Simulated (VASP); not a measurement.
An input for Quantum ESPRESSO's pw.x (written as the equivalent of a VASP run, and not itself run):

```
&CONTROL
  calculation = 'vc-relax'
  pseudo_dir = './pseudo'
  outdir = './out'
  tprnfor = .true.
  tstress = .true.
  nstep = 40
  forc_conv_thr = 0.00078
/
&SYSTEM
  ibrav = 0
  nat = 4
  ntyp = 2
  ecutwfc = 84
  occupations = 'smearing'
  smearing = 'gaussian'
  degauss = 0.003675
  input_dft = 'pz'
/
&ELECTRONS
  conv_thr = 7.3e-08
  electron_maxstep = 100
/
&IONS
/
&CELL
  press = 450
/
ATOMIC_SPECIES
  Pb 207.200 Pb.upf
  O 15.999 O.upf
CELL_PARAMETERS angstrom
     3.9231635    0.0000000    0.0000000
     0.0000000    3.9231635    0.0000000
     0.0000000    0.0000000    3.4941703
ATOMIC_POSITIONS crystal
  Pb   0.5000000  0.0000000  0.6842457
  Pb   0.0000000  0.5000000  0.3157543
  O    0.5000000  0.5000000  0.0000000
  O    0.0000000  0.0000000  0.0000000
K_POINTS automatic
  6 6 6 0 0 0
```

### Question
Translate this input to VASP (INCAR, KPOINTS, POSCAR, choice of POTCAR).

### Answer
This is not unique; one that fits is 
### POSCAR
```
PbO
1
    3.9231634667     0.0000000000     0.0000000000
    0.0000000000     3.9231634667     0.0000000000
    0.0000000000     0.0000000000     3.4941702563
Pb O
2 2
Direct
  0.5000000000   0.0000000000   0.6842457113
  0.0000000000   0.5000000000   0.3157542887
  0.5000000000   0.5000000000   0.0000000000
  0.0000000000   0.0000000000   0.0000000000
```

### KPOINTS
```
Automatic
0
G
6 6 6
```

INCAR:
```
SYSTEM = PbO
PREC = Accurate; ENCUT = 620; LREAL = F
LASPH = T
EDIFF = 1E-6; NELM = 100; ALGO = Normal
LMAXMIX = 4
ISMEAR = 0; SIGMA = 0.05
IBRION = 2; NSW = 40; ISIF = 3
EDIFFG = -0.02; PSTRESS = 450
LWAVE = F; LCHARG = F
```

POTCAR, in this order: Pb_d O (LDA.64 set). Program: vasp_std.

Limits of the translation: the potentials are each code's own (VASP's PAW set, PseudoDojo norm-conserving files in pw.x), so ENCUT and ecutwfc are chosen apart and not converted; conv_thr bounds pw.x's estimated SCF error, while EDIFF bounds the energy change between steps; forc_conv_thr acts on force components and is met together with etot_conv_thr.

The compound is PbO in the litharge structure. This run relaxes it under an external pressure of 45 GPa. Symmetry was kept, so distortions that lower it aren't found. The k-mesh is coarse (spacing up to 0.32 per Å, 2π included), so the numbers may not be converged in it.
